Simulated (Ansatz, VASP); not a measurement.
# MgBe2S3: VASP beside Ansatz

```
Mg Be S
1.0
     2.20819   -7.32123    0.00000
     2.20819    7.32123    0.00000
     0.00000    0.00000    3.12332
Mg Be S
1 2 3
Cartesian
  0.0000 0.0000 0.0000
  1.1041 -3.6606 1.5617
  1.1041 3.6606 1.5617
  2.2082 -4.7193 0.0000
  2.2082 4.7193 0.0000
  2.2082 0.0000 1.5617
```

Change from the starting cell: species swapped into the LaAl2Cu3 type (Cmmm, No. 65).

Alike in both runs: functional PBE; k mesh 4 × 4 × 6; occupations gaussian, width 0.1 eV; no spin polarisation.

Ansatz relaxed the structure, and its values are those at the end. VASP's run is a single point on that final structure, the one shown.

```csv
,VASP,Ansatz
version,VASP 6.6.1,Ansatz 0.2.0
potentials or method,"VASP PAW PBE potentials, release 64 (Mg, Be, S)","scalar-relativistic, plane waves, PAW"
plane-wave cutoff (eV),520,420
valence electrons in the cell,24,32
```

|  | VASP | Ansatz | Ansatz less VASP |
| --- | --- | --- | --- |
| gap on the k mesh at the Fermi level (eV) | none | none | - |
| pressure (GPa) | -0.1 | 0.0 | +0.11 |
| rms of the force components (eV/Å) | 0.015 | 0.012 | -0.0026 |

A gap of «none» marks a metal or a gap that the smearing closes. The two sets of potentials don't hold the same shells in valence.

Caveats: the k mesh is coarse (spacing up to 0.37 Å⁻¹), so the values aren't converged.
